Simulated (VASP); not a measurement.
# Be3CdTe4 (P-43m) in VASP: further runs, part 2 of 2

VASP 6.6.1. Earlier steps stand in the parts before.

## Step 4: Relaxation of cell and atoms, PBE

This run uses another cell than the first one, of 22.24 Å³/atom, 0.725 times its volume.

The input, INCAR:

```
SYSTEM = Be3CdTe4
PREC = Normal ; ENCUT = 520
EDIFF = 1E-4 ; ISMEAR = 0
SIGMA = 0.15 ; LREAL = .FALSE.
LASPH = .TRUE. ; NELM = 60
ALGO = Fast ; ISIF = 3
LWAVE = .FALSE. ; LCHARG = .FALSE.
GGA = PE ; IBRION = 2
NSW = 24 ; EDIFFG = -0.08
```

The input, KPOINTS:

```
Automatic mesh
0
G
  3 3 3
  0 0 0
```

The input, POSCAR:

```
Be3CdTe4
1.0
    3.4368789700      1.9842830000      4.3478241900
   -3.4368789700      1.9842830000      4.3478241900
    0.0000000000     -3.9685660000      4.3478241900
Be Cd Te
3 1 4
Direct
    0.0000000000      0.0000000000      0.5000000000
    0.5000000000      0.0000000000      0.0000000000
    0.0000000000      0.5000000000      0.0000000000
    0.0000000000      0.0000000000      0.0000000000
    0.5000000000      0.5000000000      0.0000000000
    0.0000000000      0.5000000000      0.5000000000
    0.5000000000      0.0000000000      0.5000000000
    0.5000000000      0.5000000000      0.5000000000
```

Launch:

```console
cat potpaw_PBE.64/Be/POTCAR potpaw_PBE.64/Cd/POTCAR potpaw_PBE.64/Te/POTCAR > POTCAR
mpirun -np 4 vasp_std > vasp.out
```

Run time: 57 s. Hardware: 4 MPI ranks of Intel Xeon Platinum 8259CL at 2.50GHz (Skylake/Cascade Lake), shared host; peak memory 0.15 GiB.

It converged, with:

```yaml
Free_energy: -18.6326 eV
Relaxed_volume: 23.88 Å³/atom
Relaxed_cell: a = 5.773 Å, b = 5.773 Å, c = 5.773 Å, α = 86.00°, β = 86.00°, γ = 86.00°
Space_group_after_relaxing_to_0.05_Å: R-3m (No. 166)
Energy_gained_by_relaxing: 154.7 meV/atom
Ionic_steps: 12
Pressure_after_relaxing: 0.3 GPa
Band_gap_on_the_k_mesh: none (metal or under the smearing width)
```

Stress tensor (GPa, compression positive):
```
0.36 0.00 0.00
0.00 0.36 0.00
0.00 0.00 0.10
```

Step by step:
| step | energy change (eV) | largest force (eV/Å) | pressure (GPa) | volume (Å³) |
| --- | --- | --- | --- | --- |
| 1 | 0.0000 | 0.0000 | 2.80 | 177.91 |
| 2 | -0.1839 | 0.0000 | -0.06 | 188.05 |
| 3 | -0.2322 | 0.0000 | -3.08 | 202.79 |
| 4 | -0.2437 | 0.0000 | -2.34 | 198.28 |
| 5 | -0.3382 | 0.0000 | -2.68 | 200.68 |
| 6 | -0.5667 | 0.0000 | -3.79 | 207.63 |
| 7 | -0.6651 | 0.0000 | -4.84 | 220.41 |
| 8 | -0.6767 | 0.0000 | -4.55 | 215.20 |
| 9 | -0.9579 | 0.0000 | -3.46 | 208.21 |
| 10 | -1.1645 | 0.0000 | -1.90 | 199.84 |
| 11 | -1.1779 | 0.0000 | 2.74 | 182.91 |
| 12 | -1.2375 | 0.0000 | 0.27 | 191.01 |

Final structure:
```cif
data_structure
_symmetry_space_group_name_H-M 'P 1'
_symmetry_Int_Tables_number 1
_cell_length_a 5.7726
_cell_length_b 5.7726
_cell_length_c 5.7726
_cell_angle_alpha 85.998
_cell_angle_beta 85.998
_cell_angle_gamma 85.998
_cell_volume 191.01
loop_
_atom_site_label
_atom_site_type_symbol
_atom_site_fract_x
_atom_site_fract_y
_atom_site_fract_z
_atom_site_occupancy
Be1 Be 0.00000 0.00000 0.50000 1
Be2 Be 0.50000 0.00000 0.00000 1
Be3 Be 0.00000 0.50000 0.00000 1
Cd1 Cd 0.00000 0.00000 0.00000 1
Te1 Te 0.50000 0.50000 0.00000 1
Te2 Te 0.00000 0.50000 0.50000 1
Te3 Te 0.50000 0.00000 0.50000 1
Te4 Te 0.50000 0.50000 0.50000 1
```

Levels at points of the mesh, in eV from the Fermi level:
```tsv
k point	band 19	band 20	band 21	band 22	band 23	band 24
(0.00, 0.00, 0.00)	-2.87	-1.24	-1.24	0.38	1.51	1.51
```

Caveat: the k mesh is coarse (spacing up to 0.39 Å⁻¹), so the values aren't converged. Spin-orbit coupling is left out, which matters for the levels of Te.

## Step 5: Relaxation of cell and atoms, PBE

This run uses another cell than the first one, of 24.55 Å³/atom, 0.801 times its volume.

INCAR is that of step 4.

KPOINTS is that of step 4.

The input, POSCAR:

```
Be3CdTe4
1.0
    5.8129074700      0.0000000000      0.0000000000
    0.0000000000      5.8129074700      0.0000000000
    0.0000000000      0.0000000000      5.8129074700
Be Cd Te
3 1 4
Direct
    0.0000000000      0.5000000000      0.5000000000
    0.5000000000      0.5000000000      0.0000000000
    0.5000000000      0.0000000000      0.5000000000
    0.0000000000      0.0000000000      0.0000000000
    0.7384977300      0.7384977300      0.2615022700
    0.7384977300      0.2615022700      0.7384977300
    0.2615022700      0.7384977300      0.7384977300
    0.2615022700      0.2615022700      0.2615022700
```

Launch:

```console
cat potpaw_PBE.64/Be/POTCAR potpaw_PBE.64/Cd/POTCAR potpaw_PBE.64/Te/POTCAR > POTCAR
mpirun -np 4 vasp_std > vasp.out
```

It took 18 s on 4 MPI ranks of Intel Xeon Platinum 8259CL at 2.50GHz (Skylake/Cascade Lake), shared host; peak memory 0.13 GiB.

The run converged. Its results:

```
Free energy                            : -27.1153 eV
Relaxed volume                         : 25.88 Å³/atom
Relaxed cell                           : a = 5.916 Å, b = 5.916 Å, c = 5.916 Å, α = 90.00°, β = 90.00°, γ = 90.00°
Space group after relaxing (to 0.05 Å) : P-43m (No. 215)
Energy gained by relaxing              : 36.9 meV/atom
Ionic steps                            : 6
Pressure after relaxing                : 0.0 GPa
Largest force after relaxing           : 0.029 eV/Å
Band gap on the k mesh                 : 1.88 eV, direct
```

Forces on the atoms (eV/Å):
```
Be   0.000  0.000  0.000
Be   0.000  0.000  0.000
Be   0.000  0.000  0.000
Cd   0.000  0.000  0.000
Te  -0.017 -0.017  0.017
Te  -0.017  0.017 -0.017
Te   0.017 -0.017 -0.017
Te   0.017  0.017  0.017
```

The path:
| step | energy change (eV) | largest force (eV/Å) | pressure (GPa) | volume (Å³) |
| --- | --- | --- | --- | --- |
| 1 | 0.0000 | 1.2168 | 3.75 | 196.42 |
| 2 | -0.2660 | 0.1848 | -1.18 | 213.21 |
| 3 | -0.2724 | 0.2986 | -0.72 | 210.83 |
| 4 | -0.2724 | 0.3143 | -0.64 | 210.54 |
| 5 | -0.2929 | 0.1232 | -0.11 | 208.15 |
| 6 | -0.2955 | 0.0291 | -0.01 | 207.03 |

Final structure:
```cif
data_structure
_symmetry_space_group_name_H-M 'P 1'
_symmetry_Int_Tables_number 1
_cell_length_a 5.9158
_cell_length_b 5.9158
_cell_length_c 5.9158
_cell_angle_alpha 90.000
_cell_angle_beta 90.000
_cell_angle_gamma 90.000
_cell_volume 207.03
loop_
_atom_site_label
_atom_site_type_symbol
_atom_site_fract_x
_atom_site_fract_y
_atom_site_fract_z
_atom_site_occupancy
Be1 Be 0.00000 0.50000 0.50000 1
Be2 Be 0.50000 0.50000 0.00000 1
Be3 Be 0.50000 0.00000 0.50000 1
Cd1 Cd 0.00000 0.00000 0.00000 1
Te1 Te 0.73110 0.73110 0.26890 1
Te2 Te 0.73110 0.26890 0.73110 1
Te3 Te 0.26890 0.73110 0.73110 1
Te4 Te 0.26890 0.26890 0.26890 1
```

Levels at points of the mesh, in eV from the valence-band top:
```
           k point  band 18  band 19  band 20  band 21  band 22  band 23  band 24  band 25
(0.00, 0.00, 0.00)    -2.36     0.00     0.00     0.00     1.88     2.17     2.17     2.17
```

Caveat: spin-orbit coupling is left out, which moves the levels of the heavy elements; an odd mesh through Γ misses points on the zone boundary, where band edges often lie.

## Step 6: Summary

| k mesh | mesh quality | gap on the mesh (eV) | pressure (GPa) | relaxed volume (Å³/atom) | largest force (eV/Å) |
| --- | --- | --- | --- | --- | --- |
| 3 × 3 × 3 | not flagged | 1.88 | 0.0 | 25.88 | 0.03 |
| 4 × 4 × 4 | coarse | 1.32 | 0.0 | 25.88 | 0.05 |
| 3 × 3 × 3 | coarse | none | 0.3 | 23.88 | - |

Alike in all rows: task relaxation of cell and atoms; level PBE; potentials or basis VASP PAW PBE potentials, release 64 (Be, Cd, Te); no spin polarisation; cell relaxed; cutoff (eV) 520; smearing gaussian 0.15 eV.

Caveats: some runs use coarse meshes; spin-orbit coupling is left out, which moves the levels of the heavy elements (some runs); an odd mesh through Γ misses points on the zone boundary, where band edges often lie (some runs).

Absolute energies hang on the potentials; compare differences alone.
